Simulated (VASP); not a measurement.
Method: PBE GGA with spin-orbit coupling, VASP's PBE PAW potentials (set 64) (plane waves; VASP).

The input files of a VASP run:

**POSCAR**
```
CdS
1
    2.1114000000    -3.6570520000     0.0000000000
    2.1114000000     3.6570520000     0.0000000000
    0.0000000000     0.0000000000     6.8544000000
Cd S
2 2
Direct
  0.6666670000   0.3333330000   0.5000000000
  0.3333330000   0.6666670000   0.0000000000
  0.6666670000   0.3333330000   0.8770000000
  0.3333330000   0.6666670000   0.3770000000
```

INCAR:
```
ALGO = Normal
EDIFF = 1E-6
ENCUT = 400
GGA = PE
GGA_COMPAT = .FALSE.
ISIF = 2
ISMEAR = 0
LASPH = .TRUE.
LCHARG = .FALSE.
LMAXMIX = 4
LREAL = .FALSE.
LSORBIT = .TRUE.
LWAVE = .FALSE.
MAGMOM = 0 0 0 0 0 0 0 0 0 0 0 0
NELM = 100
PREC = Accurate
SIGMA = 0.05
SYSTEM = CdS
```

KPOINTS:
```
Automatic
0
G
 6 6 3
0 0 0
```

POTCAR, in this order: Cd S (PBE.64 set). Program: vasp_ncl.

Question: What will the output report for the number of irreducible k-points (NKPTS), number of bands (NBANDS), largest plane-wave count, number of space-group operations, FFT grid (NGX, NGY, NGZ)?

Answer: 
```yaml
number of irreducible k-points (NKPTS): 21
number of bands (NBANDS): 44
largest_plane_wave_count: 3894
number_of_space_group_operations: 12
FFT grid (NGX, NGY, NGZ): 28 × 28 × 48
```

The compound is CdS in the wurtzite structure. The cell was not relaxed at this level. The run is one of a series of settings (GGA_COMPAT = .FALSE., LSORBIT = .TRUE., MAGMOM = 0 0 0 0 0 0 0 0 0 0 0 0, program vasp_ncl against the base run), some of them coarse on purpose.
